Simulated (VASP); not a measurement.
VASP input:

POSCAR:
```
BaHfO3
1
    4.1548964236    -0.0000000000     0.0000000000
   -0.0000000000     4.1548964236    -0.0000000000
   -0.0000000000    -0.0000000000     4.1548964236
Ba Hf O
1 1 3
Direct
  0.0000000000   0.0000000000   0.0000000000
  0.5000000000   0.5000000000   0.5000000000
  0.5000000000   0.0000000000   0.5000000000
  0.0000000000   0.5000000000   0.5000000000
  0.5000000000   0.5000000000   0.0000000000
```

File KPOINTS:
```
Automatic mesh
0
Gamma
5 5 5
0 0 0
```

**INCAR**
```
# general
SYSTEM   = BaHfO3
PREC     = Accurate
ENCUT    = 520
LREAL    = F
LASPH    = T

# electronic loop
EDIFF    = 1E-6
NELM     = 100
ALGO     = Normal
LMAXMIX  = 6
LMIXTAU  = T

# smearing
ISMEAR   = 0
SIGMA    = 0.05

# functional
METAGGA  = R2SCAN
LUSE_VDW = T
BPARAM   = 11.95
CPARAM   = 0.0093

# ions
IBRION   = 2
NSW      = 60
ISIF     = 3
EDIFFG   = -0.02

# output
LWAVE    = F
LCHARG   = F
```

POTCAR, in this order: Ba_sv Hf_pv O (PBE.64 set). Program: vasp_std.

### Question
Translate this r2SCAN+rVV10 calculation to Ansatz.

### Answer
One equivalent input (not run):
Ansatz 0.2 input:
```yaml
crystal:
  lattice:
    - [4.1548964, 0.0000000, 0.0000000]
    - [0.0000000, 4.1548964, 0.0000000]
    - [0.0000000, 0.0000000, 4.1548964]
  atoms:
    - { symbol: Ba, position: [0.0000000, 0.0000000, 0.0000000] }
    - { symbol: Hf, position: [0.5000000, 0.5000000, 0.5000000] }
    - { symbol: O, position: [0.5000000, 0.0000000, 0.5000000] }
    - { symbol: O, position: [0.0000000, 0.5000000, 0.5000000] }
    - { symbol: O, position: [0.5000000, 0.5000000, 0.0000000] }
kpoints:
  mp_grid: { grid: [5, 5, 5] }
hamiltonian:
  xc: r2scan
  dispersion: rvv10
  pseudopotentials: { kind: paw }
scf:
  occupations: { method: gaussian, width: 0.05 }
  max_iter: 100
relax:
  max_steps: 60
  f_tol: 0.02
  cell: {}
output: { forces: true, stress: true, eigenvalues: true }
```
What does not carry over: each code has its own PAW files, so the cut-off isn't converted (ENCUT is set for VASP's; basis.ecutwfc is left out, and Ansatz then takes the one that its files recommend); Ansatz stops its SCF on the density residual and VASP on the energy change (EDIFF).

The compound is BaHfO3 in the cubic perovskite structure. This run relaxes it. Symmetry was kept, so distortions that lower it aren't found.
